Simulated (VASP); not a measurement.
Given:

```yaml
crystal:
  lattice:
    - [0.00000, 1.78159, 1.78159]
    - [1.78159, 0.00000, 1.78159]
    - [1.78159, 1.78159, 0.00000]
  atoms:
    - { symbol: C, position: [0.00000, 0.00000, 0.00000] }
    - { symbol: C, position: [0.30613, 0.30613, 0.19387] }
```

These are r2SCAN meta-GGA, VASP's PBE PAW potentials (set 64) (plane waves; VASP) values and carry that method's errors. Run with 600 eV cut-off, 12×12×12 Γ-centred mesh, Gaussian smearing of 0.050 eV, potentials C.

Problem. Give the force on each atom (eV/Å).

Solution. 
| atom | Fx | Fy | Fz |
|---|---|---|---|
| C1 | 0.000 | 0.000 | 7.032 |
| C2 | 0.000 | 0.000 | -7.032 |

Problem. Give the stress tensor in GPa (positive for a compressed cell).

Solution. 
```
15.79  -6.34   0.00
-6.34  15.79   0.00
 0.00   0.00   7.87
```
The pressure is its mean diagonal, 13.15 GPa.

The compound is C in the diamond structure. This cell was strained or had an atom moved on purpose.
